## Choosing a level of theory for the gap of PbSe

Suppose PbSe is to serve in an infrared detector, and a calculation has to say which light it absorbs. The cutoff wavelength is Planck's constant times the speed of light, divided by the gap. A gap of 0.292 eV puts the cutoff near 4 µm, and a gap of 0.579 eV puts it near 2 µm. These are the answers of two widely used functionals, PBE and r2SCAN, for the same crystal with the same atomic positions. The choice of functional thus decides which device the calculation describes.

Band gaps of PbSe (Fm-3m, cubic edge 6.121 Å, same geometry in every row) along a path of special points, from DFT with VASP 6.6.1 without spin polarisation or spin–orbit coupling. All runs use a 520 eV plane-wave cutoff, an 8×8×8 k mesh and 0.05 eV smearing, Gaussian for LDA, PBE, revPBE and RPBE and Fermi–Dirac for the others.

```csv
functional,potentials,gap on path (eV),direct gap on path (eV)
LDA,"VASP PAW LDA potentials, recommended",0.162,0.162
PBE,"VASP PAW PBE potentials, recommended",0.292,0.292
revPBE,"VASP PAW PBE potentials, recommended",0.353,0.353
RPBE,"VASP PAW PBE potentials, recommended",0.376,0.376
r2SCAN,"VASP PAW PBE potentials, recommended",0.579,0.579
AM05,"VASP PAW PBE potentials, recommended",0.270,0.270
LMBJ,"VASP PAW PBE potentials, recommended",0.577,0.577
MS2,"VASP PAW PBE potentials, recommended",0.371,0.371
SCAN,"VASP PAW PBE potentials, recommended",0.505,0.505
TB-mBJ,"VASP PAW PBE potentials, recommended",0.863,0.863
rSCAN,"VASP PAW PBE potentials, recommended",0.555,0.555
revTPSS,"VASP PAW PBE potentials, recommended",0.308,0.308
```

The gap on path is the distance between the highest filled and the lowest empty level found along the band path. The direct gap on path is the smallest such distance at a single wave vector. The two columns agree in every row, so both band edges sit at the same point. In PbSe this is known to be the point L, at the centre of a hexagonal face of the Brillouin zone.

Two details of the runs need a word. LDA, PBE, revPBE and RPBE were run with Gaussian smearing, the other functionals with Fermi–Dirac smearing of the same width. As all rows have a gap, this is unlikely to explain the trend. The LDA gap is also small enough that it might close between the points of the mesh, though the band path shows no such closing.

### Three groups of gaps

If the LMBJ row is set aside for the moment, the gaps fall into three groups. LDA, the gradient-corrected functionals, revTPSS and MS2 lie between roughly 0.2 and 0.4 eV. The three functionals of the SCAN family lie between 0.5 and 0.6 eV. TB-mBJ stands alone near 0.9 eV, so the whole span is about 0.7 eV, more than twice the PBE gap itself.

Whether such steps matter depends on the purpose. In an undoped semiconductor the density of thermally excited carriers varies as $\exp(-E_g/2kT)$, where $E_g$ is the gap, $k$ Boltzmann's constant and $T$ the temperature. At 300 K an error of 0.1 eV in the gap changes this density by a factor of about 7, if the band masses stay the same. The step from PBE to r2SCAN changes it by a factor of about 260. A calculation meant to predict carrier densities therefore needs a gap good to a few hundredths of an electronvolt, finer than the distance between the groups.

### Why the functional moves the gap

LDA takes the exchange and correlation energy from the local density alone. A gradient-corrected functional also responds to how fast the density varies, and this alters the potential by different amounts in different regions of the crystal. The valence edge is mostly selenium 4p with some lead 6s, and the conduction edge is mostly lead 6p. The two edges sample different regions, so a change in the potential does not move them equally.

This picture does not say by itself which way the gap should move. The order of the gradient-corrected rows suggests that stronger enhancement of exchange widens it here. AM05 enhances exchange only weakly at moderate gradients, PBE does so more strongly, and revPBE and RPBE more strongly still. Their gaps rise in the same order, though the step from PBE to RPBE is less than 0.1 eV. The step from LDA to PBE is somewhat larger, but there the atomic potentials change together with the functional.

Meta-GGAs add the kinetic-energy density, which is built from the orbitals. In these calculations the functional then acts on each orbital through an operator and no longer through one common local potential. Theory gives a reason for wider gaps here: such an operator can include part of the jump in potential that occurs when an electron is added, and that LDA and the gradient-corrected functionals lack. How large this part becomes depends on how the functional is built.

The table shows why the name of the class is a poor guide. revTPSS and MS2 are meta-GGAs too, yet their gaps lie among those of the gradient-corrected functionals. Within the SCAN family, SCAN and r2SCAN differ by 0.07 eV, although the second was designed as a numerically smoother form of the first. For a narrow-gap material, even this difference deserves mention when results are compared.

TB-mBJ follows another route. It is a model potential designed to bring semiconductor gaps closer to measured ones, and it is not the derivative of any energy functional. It can supply bands at a chosen geometry, but it gives no consistent forces or equilibrium volume. Its wide gap is therefore no sign that it describes the crystal better in other respects.

The LMBJ row needs a separate warning. Its gap on path is 0.577 eV, but the mesh of the same calculation gives 0.859 eV, almost the TB-mBJ value. The mesh contains the point L, so the two gaps should agree. They differ by nearly 0.3 eV, and the apparent match with r2SCAN should not be used. Comparing the two gaps costs nothing and belongs before any band plot is trusted.

### The effect that every row leaves out

All these calculations omit spin–orbit coupling, the interaction between an electron's spin and its orbital motion. It is strong near a heavy nucleus, and the conduction edge of PbSe has most of its weight on lead. A small model shows what size of change to reckon with. It is an argument from theory, and the table does not test it.

At L the three lead 6p orbitals are no longer equivalent. The one that points along the threefold axis forms the conduction edge, and the other two lie higher by an energy $\delta$. Spin–orbit coupling of strength $\zeta$ mixes the edge orbital with an upper one of opposite spin. With the edge as zero of energy, the two states form the matrix

$$
\begin{pmatrix} 0 & \zeta/\sqrt{2} \\ \zeta/\sqrt{2} & \delta-\zeta/2 \end{pmatrix}.
$$

Its lower eigenvalue lies below zero by

$$
\Delta=\sqrt{a^2+\frac{\zeta^2}{2}}-a,\qquad a=\frac{1}{2}\left(\delta-\frac{\zeta}{2}\right).
$$

For lead 6p, a rough recalled value of $\zeta$ is 0.9 eV. The distance $\delta$ is a guess, and 1 eV serves as a first trial. Then

$$
a=\frac{1-0.45}{2}\ \text{eV}\approx0.28\ \text{eV},\qquad
\Delta\approx\sqrt{0.08+0.41}\ \text{eV}-0.28\ \text{eV}\approx0.4\ \text{eV}.
$$

With $\delta$ at 3 eV the lowering falls to about 0.15 eV. The result worth keeping is the order of magnitude: tenths of an electronvolt, as large as the gaps in the lowest group.

This changes how a small gap has to be read. The model holds the valence edge fixed. A lowering smaller than the gap then shrinks the gap. A larger one makes the two edges cross at L, and a positive gap opens again with their characters exchanged. A calculation with spin–orbit coupling may thus print a reasonable gap while the bands are in the wrong order. The orbital character at L has to be checked along with the number.

It also changes what agreement with experiment means. The measured gap is roughly 0.3 eV at room temperature and about half as large near absolute zero, both rough recalled values. PBE, AM05 and revTPSS seem to hit the first of these, but they do so with fixed atoms and without a coupling that would lower the conduction edge by tenths of an electronvolt. Their agreement probably comes from errors and omissions that offset each other, and it is no reason to prefer them.

### The cell matters too

The table compares functionals in one common cell, which isolates their direct effect on the bands. Most of them would not choose this cell themselves. LDA gives a pressure of about −2.0 GPa and would contract, while PBE gives about +2.4 GPa and would expand. AM05 is almost free of stress.

The gap of PbSe is known to shrink under compression, by roughly 0.09 eV per gigapascal as a recalled value. Relaxing the cell would therefore lower the LDA gap by about 0.2 eV, which is about enough to close it, and raise the PBE gap by about as much. Both shifts exceed the 0.13 eV that separates the two functionals in the common cell. A comparison in which each functional relaxes its own cell would therefore mix the direct effect of the functional with a large effect of the volume.

### Can a cheap calculation be corrected by a shift?

A common shortcut is to take bands from a cheap functional and move all empty states up by one fixed amount. This scissors shift makes a clear prediction. Measured from the valence top, filled levels elsewhere should stay where they are, and empty levels should rise by exactly the change in gap. The levels at Γ, the centre of the Brillouin zone, test this without any adjustable parameter, with AM05 as the starting point.

For revPBE and RPBE the shift misses the empty level by less than 0.05 eV, but this is nearly half of the small gap change that it is meant to carry over. For r2SCAN the empty level at Γ also follows the gap closely, while the highest filled level there sinks by 0.17 eV where it should stay fixed. For TB-mBJ both parts fail: the gap grows by 0.59 eV, the empty level rises by only 0.39 eV, and the highest filled level sinks by 0.18 eV. A wide gap is not the condition for this. MS2 has nearly the same gap as RPBE, yet its highest filled level at Γ sinks by 0.13 eV, against 0.03 eV for RPBE. The kind of functional matters for the shape of the bands, even where the gaps agree.

Symmetry gives one reason why the two points can respond differently. At Γ the lead 6s and selenium 4p orbitals cannot mix, whereas at L they can, and this mixing pushes the valence edge up. The closer the two kinds of level lie, the more strongly they mix. At Γ the lead 6s level lies about 4.5 eV below the selenium 4p levels with AM05, 4.3 eV with r2SCAN and 3.9 eV with TB-mBJ. The height of the valence edge at L above the 4p levels at Γ grows in the same order, but the sizes do not fit. From r2SCAN to TB-mBJ the distance shrinks by 0.4 eV, yet the edge rises by only about 0.01 eV. MS2 even breaks the order, with 4.2 eV but a lower edge than r2SCAN. Mixing helps to explain why the valence edge lies at L, but this distance alone does not explain how far each functional moves it. A single shift may repair an absorption threshold, but band shapes and masses call for a full calculation with the chosen method.

### What to spend, and in which order

Cost can be judged from scaling. A meta-GGA adds the kinetic-energy density and one more operator to the work for each band, but the growth with system size stays that of a gradient-corrected functional. Spin–orbit coupling doubles both the number of occupied bands and the components of each. Work done band by band then grows about fourfold, and the orthogonalisation of bands against each other about eightfold. For a cell of two atoms this is a small price for an effect as large as the gap.

The order of work follows from the sizes above. First fix the cell, preferably at the measured lattice constant if the gap is the goal. Then include spin–orbit coupling and check which orbitals form the two edges at L. Only after that does it make sense to compare a gradient-corrected functional, a member of the SCAN family and TB-mBJ. Their spread hints at the uncertainty of the prediction, but errors common to all of them do not show in it. By the estimate above, spin–orbit coupling could make the edges cross in the lowest group, while TB-mBJ has the most room to spare. Which method gives both the right size of the gap and the right order of the bands can only be settled by runs that include the coupling.
